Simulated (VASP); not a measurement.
OSZICAR of a VASP run on SnSi62:

**OSZICAR**
```
       N       E                     dE             d eps       ncg     rms          rms(c)
DAV:   1    -0.385406685847E+03   -0.38541E+03   -0.12367E+01   316   0.809E+00    0.190E+01
DAV:   2    -0.385513611923E+03   -0.10693E+00   -0.31905E-01   338   0.123E+00    0.124E+01
DAV:   3    -0.385501383557E+03    0.12228E-01   -0.13348E-02   370   0.223E-01    0.740E+00
DAV:   4    -0.385495982735E+03    0.54008E-02   -0.45038E-03   362   0.140E-01    0.431E+00
DAV:   5    -0.385495040720E+03    0.94201E-03   -0.76602E-03   354   0.175E-01    0.250E+00
DAV:   6    -0.385494056169E+03    0.98455E-03   -0.12464E-02   354   0.219E-01    0.145E+00
DAV:   7    -0.385491362857E+03    0.26933E-02   -0.13291E-02   354   0.220E-01    0.820E-01
DAV:   8    -0.385490035887E+03    0.13270E-02   -0.75782E-03   354   0.156E-01    0.448E-01
DAV:   9    -0.385491041414E+03   -0.10055E-02   -0.28260E-03   354   0.672E-02    0.282E-01
DAV:  10    -0.385492829829E+03   -0.17884E-02   -0.70352E-03   378   0.902E-02    0.270E-01
DAV:  11    -0.385494478672E+03   -0.16488E-02   -0.24269E-02   370   0.167E-01    0.346E-01
DAV:  12    -0.385496260372E+03   -0.17817E-02   -0.46355E-02   354   0.235E-01    0.448E-01
DAV:  13    -0.385497650377E+03   -0.13900E-02   -0.44732E-02   354   0.299E-01    0.518E-01
DAV:  14    -0.385494600490E+03    0.30499E-02   -0.35858E-02   354   0.341E-01    0.464E-01
DAV:  15    -0.385488880552E+03    0.57199E-02   -0.25386E-02   354   0.304E-01    0.305E-01
DAV:  16    -0.385488375866E+03    0.50469E-03   -0.12935E-02   354   0.178E-01    0.195E-01
DAV:  17    -0.385492212870E+03   -0.38370E-02   -0.21288E-02   354   0.877E-02    0.276E-01
DAV:  18    -0.385498271858E+03   -0.60590E-02   -0.63343E-02   370   0.202E-01    0.480E-01
DAV:  19    -0.385503098079E+03   -0.48262E-02   -0.88388E-02   370   0.347E-01    0.625E-01
DAV:  20    -0.385497911188E+03    0.51869E-02   -0.75053E-02   354   0.442E-01    0.569E-01
DAV:  21    -0.385489479913E+03    0.84313E-02   -0.50212E-02   354   0.402E-01    0.388E-01
DAV:  22    -0.385489125954E+03    0.35396E-03   -0.19625E-02   354   0.247E-01    0.264E-01
DAV:  23    -0.385492012718E+03   -0.28868E-02   -0.54601E-03   354   0.116E-01    0.255E-01
DAV:  24    -0.385494479839E+03   -0.24671E-02   -0.18514E-02   378   0.171E-01    0.347E-01
DAV:  25    -0.385496303346E+03   -0.18235E-02   -0.52239E-02   370   0.258E-01    0.463E-01
DAV:  26    -0.385497994998E+03   -0.16917E-02   -0.63408E-02   354   0.328E-01    0.563E-01
DAV:  27    -0.385496353584E+03    0.16414E-02   -0.49445E-02   354   0.380E-01    0.553E-01
DAV:  28    -0.385489381728E+03    0.69719E-02   -0.37690E-02   354   0.365E-01    0.402E-01
DAV:  29    -0.385486492541E+03    0.28892E-02   -0.18916E-02   346   0.248E-01    0.246E-01
DAV:  30    -0.385488926179E+03   -0.24336E-02   -0.62847E-03   354   0.100E-01    0.219E-01
DAV:  31    -0.385493011880E+03   -0.40857E-02   -0.21926E-02   378   0.142E-01    0.357E-01
DAV:  32    -0.385497833955E+03   -0.48221E-02   -0.75682E-02   362   0.265E-01    0.549E-01
DAV:  33    -0.385502609980E+03   -0.47760E-02   -0.88903E-02   354   0.388E-01    0.694E-01
DAV:  34    -0.385498115217E+03    0.44948E-02   -0.74317E-02   354   0.475E-01    0.620E-01
DAV:  35    -0.385488526727E+03    0.95885E-02   -0.55882E-02   354   0.424E-01    0.409E-01
DAV:  36    -0.385488839219E+03   -0.31249E-03   -0.22355E-02   354   0.245E-01    0.290E-01
DAV:  37    -0.385492358383E+03   -0.35192E-02   -0.71393E-03   354   0.118E-01    0.297E-01
DAV:  38    -0.385495041884E+03   -0.26835E-02   -0.23552E-02   378   0.192E-01    0.397E-01
DAV:  39    -0.385497074239E+03   -0.20324E-02   -0.63042E-02   354   0.280E-01    0.520E-01
DAV:  40    -0.385498777938E+03   -0.17037E-02   -0.67185E-02   354   0.355E-01    0.615E-01
DAV:  41    -0.385495517978E+03    0.32600E-02   -0.52707E-02   354   0.409E-01    0.568E-01
DAV:  42    -0.385487580789E+03    0.79372E-02   -0.40280E-02   354   0.375E-01    0.387E-01
DAV:  43    -0.385486089604E+03    0.14912E-02   -0.17107E-02   354   0.231E-01    0.245E-01
DAV:  44    -0.385489173522E+03   -0.30839E-02   -0.36749E-03   354   0.945E-02    0.245E-01
DAV:  45    -0.385492856999E+03   -0.36835E-02   -0.14593E-02   384   0.167E-01    0.380E-01
DAV:  46    -0.385496444657E+03   -0.35877E-02   -0.68969E-02   354   0.281E-01    0.553E-01
DAV:  47    -0.385500689382E+03   -0.42447E-02   -0.81868E-02   354   0.387E-01    0.706E-01
DAV:  48    -0.385500041866E+03    0.64752E-03   -0.69951E-02   354   0.476E-01    0.676E-01
DAV:  49    -0.385491225795E+03    0.88161E-02   -0.64194E-02   354   0.452E-01    0.463E-01
DAV:  50    -0.385490633553E+03    0.59224E-03   -0.34748E-02   346   0.281E-01
   1 F= -.38549063E+03 E0= -.38548005E+03  d E =-.211698E-01
```

Question: Which electronic solver shows in the log?

Answer: It is blocked Davidson (ALGO = Normal, or the opening steps of other solvers). The INCAR had ALGO = Normal.

Question: Can the final energy be trusted as converged?

Answer: Convergence was not reached. It stopped with EDIFF = 1E-5, NELM = 50 (HSE06 screened hybrid, plane waves, VASP's PBE PAW potentials (set 64)). The supercell is sampled at Γ alone, which is coarse: total energies, pressure and levels can be off, energies of defects by several tenths of an eV.

The cell is a supercell with a defect, built from Si (diamond): Sn_Si-vac_Si. The cell's shape comes from a PBE relaxation. The run is not spin-polarised, so no state with unpaired spins was tried.
